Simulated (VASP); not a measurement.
Given:

```cif
data_K8S4
_chemical_formula_sum 'K8 S4'
_space_group_name_H-M_alt 'Fm-3m'
_space_group_IT_number 225
_space_group_name_Hall '-F 4 2 3'
_cell_length_a 7.41000
_cell_length_b 7.41000
_cell_length_c 7.41000
_cell_angle_alpha 90.000
_cell_angle_beta 90.000
_cell_angle_gamma 90.000
loop_
_atom_site_label
_atom_site_type_symbol
_atom_site_symmetry_multiplicity
_atom_site_Wyckoff_symbol
_atom_site_fract_x
_atom_site_fract_y
_atom_site_fract_z
_atom_site_occupancy
K1 K 8 c 0.25000 0.25000 0.25000 1
S1 S 4 a 0.00000 0.00000 0.00000 1
```
(The calculation used a cell of 3 atoms; values per cell refer to that cell.)

Level of theory: Bethe-Salpeter equation (Tamm-Dancoff) on G0W0 levels and PBE orbitals, VASP's PBE PAW potentials (set 64) (plane waves; VASP 6.6.1). Settings: PREC = Normal, 500 eV cut-off, 4×4×4 Γ-centred mesh, Gaussian smearing of 0.010 eV, potentials K_sv_GW S_GW.

The mesh is coarse, so the spectrum and binding energies are not converged.

The BSE takes 6 valence and 6 conduction bands in the Tamm-Dancoff approximation; the smallest direct G0W0 gap on the mesh is 4.07 eV.

Question: Where does the first bright exciton lie on this mesh?

Answer: At 3.22 eV. Its distance from the direct gap isn't converged on a mesh this coarse and overstates the binding.

```
ħω (eV) | ε₂
     0.00 |  0.00
     0.30 |  0.00
     0.50 |  0.01
     0.80 |  0.01
     1.00 |  0.02
     1.30 |  0.02
     1.50 |  0.03
     1.80 |  0.04
     2.10 |  0.06
     2.30 |  0.09
     2.60 | # 0.16
     2.80 | ## 0.29
     3.10 | ########## 1.77
     3.30 | ############### 2.60
     3.60 | #### 0.71
     3.80 | ######## 1.41
     4.10 | ############################## 5.33
     4.40 | ######## 1.43
     4.60 | ################ 2.89
     4.90 | ######## 1.39
     5.10 | ####### 1.27
     5.40 | ##### 0.84
     5.60 | #### 0.64
     5.90 | ############# 2.31
     6.20 | ######### 1.61
     6.40 | ##################### 3.76
     6.70 | ##################### 3.66
     6.90 | ################## 3.27
     7.20 | ######### 1.53
     7.40 | ########## 1.71
     7.70 | ######## 1.46
     7.90 | ####### 1.17
     8.20 | ##### 0.94
     8.50 | ### 0.54
     8.70 | ### 0.52
     9.00 | ######### 1.56
     9.20 | ###### 1.14
     9.50 | ###### 1.04
     9.70 | ####### 1.18
    10.00 | # 0.23
```

The compound is K2S in the antifluorite structure. The cell was not relaxed at this level.
